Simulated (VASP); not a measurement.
SnF$_{4}$ (space group I4/mmm): the band gap from VASP (plane waves, PAW) at several levels of theory. Gaps are without spin-orbit coupling. Each level names its cell: its own relaxed one, PBE's, or the starting one. A gap is the smallest over the k-mesh and a band path; hybrids may have named points in place of the path, and GW has the mesh alone. Without a dispersion term in the relaxation, distances and binding between the weakly bound layers, chains or molecules are unreliable, and so is what depends on them.

| level | band gap (eV) |
|---|---|
| PBEsol (own cell) | 3.17 |
| r2SCAN (own cell) | 4.04 |

The cell of the PBEsol (own cell) run:

Space group I4/mmm (No. 139); a = 4.107 Å, b = 4.107 Å, c = 7.992 Å, α = 90.00°, β = 90.00°, γ = 90.00°

```csv
atom,site,symmetry,x,y,z
Sn,2a,4/mmm,0.0000,0.0000,0.0000
F,4e,4mm,0.0000,0.0000,0.2374
F,4c,mmm.,0.0000,0.5000,0.0000
```
(The calculation used a cell of 5 atoms; values per cell refer to that cell.)

Only levels that ran to the end are used. Left out are those held back, those with too coarse a band path, GW runs whose mesh misses a band edge, hybrids' fits of cells that aren't cubic and levels without matching references; a question may draw on a part of the rest.

The structure comes from a computed database's SnF4 entry (I4/mmm); how it stands against other phases isn't given here.
